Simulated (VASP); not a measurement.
The system is Ga2Ge2O3.

```
Ga Ge O
1.0
     3.01811    0.00000    0.00000
    -1.50905    2.61376    0.00000
     0.00000    0.00000   14.27163
Ga Ge O
2 2 3
Direct
  0.33333 0.66667 0.09944
  0.66667 0.33333 0.90056
  0.66667 0.33333 0.42086
  0.33333 0.66667 0.57914
  0.66667 0.33333 0.15240
  0.33333 0.66667 0.84760
  0.00000 0.00000 0.00000
```

The cell was built by a generator and needn't be a form met in nature.

Base run:

- Program: VASP 6.6.1
- Functional: PBE
- Potentials or basis: VASP PAW PBE potentials, release 64 (Ga_d, Ge_d, O)
- Cutoff: 520 eV
- k mesh: 12 × 12 × 2
- Occupations: gaussian, width 0.1 eV
- Spin: no spin polarisation

Its results: pressure 0.0 GPa.

Question: The run is repeated on the same cell with these changes: functional from PBE to PBEsol. What comes out?

Answer: Pressure -4.1 GPa.

PBEsol binds more tightly than PBE, so the same cell stands under less pressure.

Caveats: the PAW data sets were made with another functional, which shifts forces and pressure a little (some runs).

Not every run made on this cell is shown here.
